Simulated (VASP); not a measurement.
Runs of VASP 6.6.1 on SiF. It takes space group Pm-3m (No. 221, cubic). The conventional cell has a = 3.029 Å, b = 3.029 Å, c = 3.029 Å, α = 90.00°, β = 90.00°, γ = 90.00°. Si (site symmetry m-3m) is surrounded by 8 F at 2.62 Å. Around F (site symmetry m-3m) lie 8 Si at 2.62 Å. The cell was built by a generator and needn't be a form met in nature.

| level | potentials or basis | gap on the mesh (eV) | pressure (GPa) | relaxed volume (Å³/atom) |
| --- | --- | --- | --- | --- |
| LDA | VASP PAW LDA potentials, release 64 (Si, F) | none | -0.1 | 12.87 |
| BLYP | VASP PAW PBE potentials, release 64 (Si, F) | none | 0.0 | (b) |
| PW91 | VASP PAW PBE potentials, release 64 (Si, F) | none | 0.0 | 13.91 |
| rev-vdW-DF2 | VASP PAW PBE potentials, release 64 (Si, F) | none | -0.1 | 13.84 |
| optB88-vdW | VASP PAW PBE potentials, release 64 (Si, F) | none | 0.0 | 14.13 |
| RPBE | VASP PAW PBE potentials, release 64 (Si, F) | none | 0.0 | (a) |
| PBE | VASP PAW PBE potentials, release 64 (Si, F) | none | -0.1 | - |
| PBEsol | VASP PAW PBE potentials, release 64 (Si, F) | none | -0.1 | 13.24 |

Alike in all rows: task relaxation of cell and atoms; no spin polarisation; cell relaxed; k mesh 9 × 9 × 9; cutoff (eV) 600; smearing fermi-dirac 0.05 eV.

**Question.** Fill in the values left out.

**Answer.** (a) 14.34; (b) 15.08.

Caveats: an odd number of electrons without spin polarisation forces a metal; a magnetic or distorted state may lie lower; the PAW data sets were made with another functional, which shifts forces and pressure a little (some runs); the relaxation stopped at its first step, so nothing moved (some runs).

A gap of «none» marks a metal or a gap under the smearing width.
